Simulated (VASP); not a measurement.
Given:

```
CELL_PARAMETERS angstrom
      0.00000     2.57000     2.57000
      2.57000     0.00000     2.57000
      2.57000     2.57000     0.00000
ATOMIC_POSITIONS crystal
  Li 0.00000 0.00000 0.00000
  Cl 0.50000 0.50000 0.50000
```
Cell charge +0.5.

Level of theory: PBE GGA, VASP's PBE PAW potentials (set 64) (plane waves; VASP 6.6.1). Numerical set-up: NELECT = 9.5, 520 eV cut-off, 8×8×8 Γ-centred mesh, Gaussian smearing of 0.050 eV, potentials Li_sv Cl.

The cell is charged, with a uniform compensating background.

Q: What does the run give for the energy per atom (σ→0), pressure, band gap (on the k-mesh) with the smallest direct gap where there is one?

A: 
band gap (on the k-mesh): none (metal, semimetal or under 0.01 eV)
energy per atom (σ→0): -360.2 kJ/mol-atom
pressure: -17.07 GPa

Only differences to runs with the same potentials and settings are physical.

The compound is LiCl in the rock salt structure. The cell was not relaxed at this level. The run is one of a series of settings (NELECT = 9.5 against the base run), some of them coarse on purpose.
